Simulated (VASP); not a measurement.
Runs of VASP 6.6.1 on Al2O3. Symmetry: R-3c, No. 167, trigonal system. Conventional cell: a = 4.748 Å, b = 4.748 Å, c = 12.957 Å, α = 90.00°, β = 90.00°, γ = 120.00°. Around Al (site symmetry 3) lie 6 O at 1.85 to 1.96 Å. O (site symmetry 2) has 4 Al at 1.85 to 1.96 Å as nearest neighbours. The cell was built by a generator and needn't be a form met in nature.

```tsv
task	level	cell	k mesh	cutoff (eV)	grid for exact exchange (PRECFOCK)	screening parameter	gap on the mesh (eV)	pressure (GPa)	largest force (eV/Å)
electrostatic potential	PBE	R-3c, 8.43 Å³/atom	8 × 8 × 8	520	-	-	6.33	9.4	0.04
relaxation of cell and atoms	r2SCAN+rVV10	relaxed	8 × 8 × 8	600	-	-	7.20	0.0	-
electrostatic potential	HSE06	R-3c, 8.43 Å³/atom	4 × 4 × 4	520	Fast	0.2 1/A	8.21	1.1	(a)
electrostatic potential	r2SCAN+rVV10	R-3c, 8.43 Å³/atom	8 × 8 × 8	520	-	-	7.20	0.4	-
band structure	PBE	R-3c, 8.43 Å³/atom	8 × 8 × 8	520	-	-	6.33	9.4	0.04
```

Alike in all rows: potentials or basis VASP PAW PBE potentials, release 64 (Al, O); no spin polarisation; smearing gaussian 0.02 eV.

Q: Fill in the values left out.

A: (a) 0.01.

Caveats: the PAW data sets were made with another functional, which shifts forces and pressure a little (some runs).

A k mesh can miss the band edges.
